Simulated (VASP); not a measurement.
A run of VASP 6.6.1 is set up as follows.

File POSCAR:

```
AlN
1.0
    3.1281630000      0.0000000000      0.0000000000
   -1.5640815000      2.7090686252      0.0000000000
    0.0000000000      0.0000000000      5.0154930000
Al N
2 2
Direct
    0.3333333333      0.6666666667      0.0000000000
    0.6666666667      0.3333333333      0.5000000000
    0.3333333333      0.6666666667      0.3815500000
    0.6666666667      0.3333333333      0.8815500000
```

Contents of INCAR.step1:

```
SYSTEM = AlN
PREC     = Accurate       ! precision mode
ENCUT    = 600            ! plane-wave cutoff, eV
EDIFF    = 1E-8           ! SCF threshold, eV
ISMEAR   = 0              ! smearing method
SIGMA    = 0.05           ! smearing width, eV
LREAL    = .False.        ! projectors in reciprocal space
LASPH    = .True.         ! aspherical terms in the spheres
NELM     = 80             ! most SCF steps
ALGO     = Fast           ! electronic algorithm
ISIF     = 3              ! what is computed and relaxed
LWAVE    = .False.        ! write WAVECAR
LCHARG   = .False.        ! write CHGCAR
GGA      = PE             ! functional
IBRION   = 2              ! ionic algorithm
NSW      = 40             ! ionic steps
EDIFFG   = -0.002         ! ionic threshold
```

The input INCAR.step2:

```
SYSTEM = AlN
PREC     = Accurate       ! precision mode
ENCUT    = 600            ! plane-wave cutoff, eV
EDIFF    = 1E-8           ! SCF threshold, eV
ISMEAR   = 0              ! smearing method
SIGMA    = 0.05           ! smearing width, eV
LREAL    = .False.        ! projectors in reciprocal space
LASPH    = .True.         ! aspherical terms in the spheres
NELM     = 80             ! most SCF steps
ALGO     = Fast           ! electronic algorithm
ISIF     = 3              ! what is computed and relaxed
LWAVE    = .False.        ! write WAVECAR
LCHARG   = .False.        ! write CHGCAR
GGA      = PE             ! functional
IBRION   = 6              ! ionic algorithm
NFREE    = 2            
POTIM    = 0.015          ! step
NSW      = 1              ! ionic steps
```

The input KPOINTS:

```
Automatic mesh
0
Gamma
  9 9 6
  0 0 0
```

Potentials or basis: VASP PAW PBE potentials, release 64 (Al, N).

Run with:

```bash
$ cat potpaw_PBE.64/Al/POTCAR potpaw_PBE.64/N/POTCAR > POTCAR
$ cp INCAR.step1 INCAR
$ mpirun -np 1 vasp_std > vasp.out
$ cp CONTCAR POSCAR
$ cp INCAR.step2 INCAR
$ mpirun -np 1 vasp_std > vasp.out
```

**Question.** What does it give for the Voigt bulk modulus?

**Answer.** 195 GPa.

**Question.** Estimate the highest phonon frequency at Γ, LO-TO splitting left out.

**Answer.** 708 cm⁻¹.

Clamped-ion elastic tensor (GPa):
```
439  97  62   0   0   0
 97 439  62   0   0   0
 62  62 435   0   0   0
  0   0   0 124   0   0
  0   0   0   0 124   0
  0   0   0   0   0 171
```
